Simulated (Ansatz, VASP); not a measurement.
## Cross-check of RbVS3 between VASP and Ansatz

Aim: how closely do two programs agree when they are given the same cell, functional and k mesh? The cell is generated by rule, not measured, and may not be a known phase. The cell is taken from a series of runs on this material, whose earlier steps may have relaxed, scaled, displaced or heated it; both programs get it as it stands.

Calculated with Ansatz 0.2.0; plane waves, with VASP 6.6.1 beside it; relaxation of cell and atoms at PBEsol.

## (1) The starting structure

Symmetry: Pm-3m, No. 221, cubic system. The conventional cell has a = 4.643 Å, b = 4.643 Å, c = 4.643 Å, α = 90.00°, β = 90.00°, γ = 90.00°. Nearest to Rb lie 12 S at 3.28 Å. Nearest to V lie 6 S at 2.32 Å. Nearest to S lie 2 V at 2.32 Å and 4 Rb at 3.28 Å. Farther neighbours and most contacts between anions are not listed.

Structure file:

```xyz
5
Lattice="4.6427 0.0000 0.0000 0.0000 4.6427 0.0000 0.0000 0.0000 4.6427" Properties=species:S:1:pos:R:3 pbc="T T T"
Rb    0.0000    0.0000    0.0000
V     2.3213    2.3213    2.3213
S     2.3213    2.3213    0.0000
S     2.3213    0.0000    2.3213
S     0.0000    2.3213    2.3213
```

## (2) VASP: relaxation of cell and atoms, PBEsol, pair 1

The relaxed volume is the usual yardstick between codes: in a stiff, nearly cubic crystal its relative difference is about their pressure difference at one cell divided by the bulk modulus.

Lines of VASP's logs that name or quote its potential files are left out, and so is its time.

INCAR reads:

```
SYSTEM = RbVS3
PREC = Accurate
ENCUT = 500
EDIFF = 1E-07
NELM = 120
ISMEAR = 1
SIGMA = 0.2
LREAL = .FALSE.
ALGO = Normal
GGA = PS
NBANDS = 26
LASPH = .TRUE.
LORBIT = 11
LWAVE = .FALSE.
LCHARG = .FALSE.
ISIF = 3
IBRION = 2
NSW = 80
EDIFFG = -0.005
GGA_COMPAT = .FALSE.
NELMIN = 4
KPAR = 2
```

POSCAR reads:

```
RbVS3
1.0
    4.6426620000      0.0000000000      0.0000000000
    0.0000000000      4.6426620000      0.0000000000
    0.0000000000      0.0000000000      4.6426620000
Rb V S
1 1 3
Direct
    0.0000000000      0.0000000000      0.0000000000
    0.5000000000      0.5000000000      0.5000000000
    0.5000000000      0.5000000000      0.0000000000
    0.5000000000      0.0000000000      0.5000000000
    0.0000000000      0.5000000000      0.5000000000
```

KPOINTS reads:

```
Automatic mesh
0
Gamma
8 8 8
0 0 0
```

The projector-augmented-wave data sets are Rb_sv, V_sv and S (PBE family, release 64).

Run with:

```
$ mpirun -np 2 vasp_std
```

Numbers of over 12 decimals in the logs are rounded to 6 here.

The program printed:

```text
[banner, memory and clock lines left out]
running    2 mpi-ranks, on    1 nodes
 distrk:  each k-point on    1 cores,    2 groups
 distr:  one band on    1 cores,    1 groups

 POSCAR found type information on POSCAR RbV S
 POSCAR found :  3 types and       5 ions
|                                                                             |
|               ----> ADVICE to this user running VASP <----                  |
|                                                                             |
|     You enforced a specific xc type in the INCAR file but a different       |
|     [... a line on the potential file left out ...]
|     I HOPE YOU KNOW WHAT YOU ARE DOING!                                     |
|                                                                             |

 LDA part: xc-table for (Slater+PW92), standard interpolation
 POSCAR, INCAR and KPOINTS ok, starting setup
 FFT: planning ... GRIDC
 FFT: planning ... GRID_SOFT
 FFT: planning ... GRID
 WAVECAR not read
 entering main loop
       N       E                     dE             d eps       ncg     rms          rms(c)
DAV:   1     0.333256131761E+03    0.33326E+03   -0.20607E+04  1940   0.141E+03
DAV:   2    -0.905721579691E+01   -0.34231E+03   -0.33471E+03  2194   0.349E+02
DAV:   3    -0.337515283399E+02   -0.24694E+02   -0.24014E+02  2172   0.897E+01
DAV:   4    -0.344225492729E+02   -0.67102E+00   -0.67005E+00  2608   0.147E+01
DAV:   5    -0.344359136627E+02   -0.13364E-01   -0.13359E-01  2428   0.188E+00    0.256E+01
DAV:   6    -0.453567549883E+02   -0.10921E+02   -0.25495E+02  1958   0.591E+01    0.459E+01
DAV:   7    -0.290335901500E+02    0.16323E+02   -0.10427E+02  1926   0.821E+01    0.144E+01
DAV:   8    -0.276952699010E+02    0.13383E+01   -0.65343E+00  1884   0.139E+01    0.340E+00
DAV:   9    -0.276249522661E+02    0.70318E-01   -0.44999E-01  2188   0.396E+00    0.159E+00
DAV:  10    -0.276368620571E+02   -0.11910E-01   -0.26627E-01  2132   0.250E+00    0.208E+00
DAV:  11    -0.275992828033E+02    0.37579E-01   -0.14358E-01  2116   0.229E+00    0.464E-01
DAV:  12    -0.276038167566E+02   -0.45340E-02   -0.23884E-02  2108   0.998E-01    0.747E-01
DAV:  13    -0.275991870831E+02    0.46297E-02   -0.16713E-02  2162   0.726E-01    0.974E-02
DAV:  14    -0.275991718438E+02    0.15239E-04   -0.34655E-04  1986   0.108E-01    0.661E-02
DAV:  15    -0.275991484272E+02    0.23417E-04   -0.82242E-05  2234   0.425E-02    0.232E-02
DAV:  16    -0.275991552291E+02   -0.68019E-05   -0.23224E-05  2262   0.269E-02    0.268E-02
DAV:  17    -0.275991489604E+02    0.62686E-05   -0.15573E-05  2192   0.236E-02    0.531E-03
DAV:  18    -0.275991487730E+02    0.18744E-06   -0.12987E-06  1960   0.521E-03    0.158E-03
DAV:  19    -0.275991487741E+02   -0.10714E-08   -0.26708E-08  1104   0.913E-04
   1 F= -.27599149E+02 E0= -.27591621E+02  d E =-.275991E+02
 curvature:   0.00 expect dE= 0.000E+00 dE for cont linesearch  0.000E+00
 trial: gam= 0.00000 g(F)=  0.000E+00 g(S)=  0.580E-04 ort = 0.000E+00 (trialstep = 0.100E+01)
 search vector abs. value=  0.580E-04
 bond charge predicted
       N       E                     dE             d eps       ncg     rms          rms(c)
DAV:   1    -0.276001160465E+02   -0.96727E-03   -0.13368E-02  1892   0.103E+00    0.348E-01
DAV:   2    -0.276075216942E+02   -0.74056E-02   -0.43183E-02  2052   0.137E+00    0.960E-01
DAV:   3    -0.275992170018E+02    0.83047E-02   -0.27170E-02  2044   0.104E+00    0.659E-02
DAV:   4    -0.275991741861E+02    0.42816E-04   -0.60274E-04  1882   0.139E-01    0.319E-02
DAV:   5    -0.275991714287E+02    0.27574E-05   -0.14288E-05  2184   0.210E-02    0.198E-02
DAV:   6    -0.275991688962E+02    0.25325E-05   -0.41542E-06  2536   0.103E-02    0.335E-03
DAV:   7    -0.275991687434E+02    0.15282E-06   -0.63067E-07  1998   0.424E-03    0.154E-03
DAV:   8    -0.275991686237E+02    0.11969E-06   -0.85829E-08  1044   0.173E-03    0.989E-04
DAV:   9    -0.275991685517E+02    0.72040E-07   -0.14485E-08   992   0.796E-04
   2 F= -.27599169E+02 E0= -.27591637E+02  d E =-.197776E-04
 trial-energy change:   -0.000020  1 .order   -0.000018   -0.000058    0.000021
 step:   0.7514(harm=  0.7308)  dis= 0.00000  next Energy=   -27.599171 (dE=-0.224E-04)
 reached required accuracy - stopping structural energy minimisation
```

OUTCAR, selected parts (step 2):

```text
ion  position               nearest neighbor table
   1  0.000  0.000  0.000-   3 3.28   4 3.28   5 3.28   4 3.28   5 3.28   3 3.28   5 3.28   5 3.28
                             3 3.28   4 3.28   4 3.28   3 3.28   2 4.02   2 4.02   2 4.02   2 4.02
   2  0.500  0.500  0.500-   3 2.32   4 2.32   5 2.32   3 2.32   4 2.32   5 2.32   1 4.02   1 4.02
                             1 4.02   1 4.02   1 4.02   1 4.02   1 4.02   1 4.02
   3  0.500  0.500  0.000-   2 2.32   2 2.32   1 3.28   1 3.28   1 3.28   1 3.28
   4  0.500  0.000  0.500-   2 2.32   2 2.32   1 3.28   1 3.28   1 3.28   1 3.28
   5  0.000  0.500  0.500-   2 2.32   2 2.32   1 3.28   1 3.28   1 3.28   1 3.28

  LATTYP: Found a simple cubic cell.
 ALAT       =     4.6426620000

 Subroutine GETGRP returns: Found 48 space group operations
 (whereof 48 operations were pure point group operations)

The static configuration has the point symmetry O_h .

 Found     35 irreducible k-points:

   k-points           NKPTS =     35   k-points in BZ     NKDIM =     35   number of bands    NBANDS=     26

   dimension x,y,z NGX =    36 NGY =   36 NGZ =   36
   dimension x,y,z NGXF=    72 NGYF=   72 NGZF=   72

   ENCUT  =  500.0 eV  36.75 Ry    6.06 a.u.   8.46  8.46  8.46*2*pi/ulx,y,z

   NELECT =      40.0000    total number of electrons

 k-points in reciprocal lattice and weights: Automatic mesh
   0.00000000  0.00000000  0.00000000       0.002
   0.12500000  0.00000000  0.00000000       0.012
   0.25000000  0.00000000  0.00000000       0.012
   0.37500000  0.00000000  0.00000000       0.012
   0.50000000  0.00000000  0.00000000       0.006
   0.12500000  0.12500000  0.00000000       0.023
   0.25000000  0.12500000  0.00000000       0.047
   0.37500000  0.12500000  0.00000000       0.047
   0.50000000  0.12500000  0.00000000       0.023
[...]
0.50000000  0.50000000  0.37500000       0.012
   0.50000000  0.50000000  0.50000000       0.002

 average (electrostatic) potential at core
       1 -33.1861       2 -76.9043       3 -86.8493       4 -86.8493       5 -86.8493

 E-fermi :   4.3728

 k-point     1 :       0.0000    0.0000    0.0000
  band No.  band energies     occupation
    ...
     19       3.4855      2.00000
     20       3.4855      2.00000
     21       4.2752      1.72680
     22       4.2752      1.72680
     23       4.2752      1.72680
     24       4.8083     -0.00864
     25       4.8083     -0.00864
     26       8.6265      0.00000

 k-point     2 :       0.1250    0.0000    0.0000
  band No.  band energies     occupation
    ...
     17       3.0541      2.00000
     18       3.4931      2.00000
     19       3.6137      2.00000
     20       3.7513      2.00010
     21       3.7513      2.00010
     22       4.4809      0.21691
     23       4.4809      0.21691
     24       4.8201     -0.00693
     25       5.4084     -0.00000
     26       8.8981      0.00000

 k-point     3 :       0.2500    0.0000    0.0000
  band No.  band energies     occupation
    ...
     17       2.7641      2.00000
     18       2.7922      2.00000
     19       3.5115      2.00000
     20       3.7804      2.00023
     21       3.7804      2.00023
     22       4.8398     -0.00469
     23       4.9706     -0.00020
     24       4.9706     -0.00020
     25       6.0405     -0.00000
     26       9.6268      0.00000

  Total       -0.0164911     -0.0164911     -0.0164911      0.0000000      0.0000000     -0.0000000
  in kB       -0.2636921     -0.2636921     -0.2636921      0.0000000      0.0000000     -0.0000000
  external PRESSURE =      -0.2636921 kB  Pullay stress =       0.0000000 kB

  energy-cutoff  :      500.00
  volume of cell :      100.20
      direct lattice vectors                 reciprocal lattice vectors
     4.644667297  0.000000000 -0.000000000     0.215300674 -0.000000000 -0.000000000
     0.000000000  4.644667297 -0.000000000    -0.000000000  0.215300674 -0.000000000
     0.000000000  0.000000000  4.644667297     0.000000000  0.000000000  0.215300674

 POSITION                                       TOTAL-FORCE (eV/Angst)
 -----------------------------------------------------------------------------------
      0.00000      0.00000      0.00000        -0.000000     -0.000000      0.000000
      2.32233      2.32233      2.32233         0.000000      0.000000      0.000000
      2.32233      2.32233     -0.00000        -0.000000     -0.000000      0.000000
      2.32233      0.00000      2.32233        -0.000000     -0.000000      0.000000
      0.00000      2.32233      2.32233        -0.000000     -0.000000      0.000000
 -----------------------------------------------------------------------------------
    total drift:                                0.000000      0.000000      0.000000

  FREE ENERGIE OF THE ION-ELECTRON SYSTEM (eV)
  ---------------------------------------------------
  free  energy   TOTEN  =       -27.5991685517 eV

  energy  without entropy=      -27.5765743779  energy(sigma->0) =      -27.59163716

 reached required accuracy - stopping structural energy minimisation

 total charge
# of ion       s       p       d       tot
------------------------------------------
    1        1.942   5.344   0.049   7.335
    2        2.250   6.244   3.009  11.502
    3        1.345   2.343   0.000   3.688
    4        1.345   2.343   0.000   3.688
    5        1.345   2.343   0.000   3.688
--------------------------------------------------
tot          8.228  18.616   3.058  29.901

[... 3 further parts left out ...]
```

CONTCAR:

```
RbVS3
   1.00000000000000
     4.6446672974376320    0.0000000000000000   -0.0000000000000000
     0.0000000000000000    4.6446672974376320   -0.0000000000000000
     0.0000000000000000    0.0000000000000000    4.6446672974376320
  Rb              V               S
     1     1     3
Direct
     0.0000000000000000    0.0000000000000000    0.0000000000000000
     0.5000000000000000    0.5000000000000000    0.5000000000000000
     0.5000000000000000    0.5000000000000000    0.0000000000000000
     0.5000000000000000    0.0000000000000000    0.5000000000000000
     0.0000000000000000    0.5000000000000000    0.5000000000000000
```

This run has no spin polarisation, so a moment on V, if there is one, isn't seen.

[end of part 1 of 3]

[Lines on the potential files, build, host, timing and source positions are cut from VASP's logs without a mark.]

[Logs are printed without paths, hosts, clocks, repeated set-up lines and the standing remarks that a program may print on its own settings, such as how far it seeks lower states.]

[Hosts, paths, dates, database ids (printed as entryN), source tags and the programs' standing remarks are cut or masked in the printed files.]
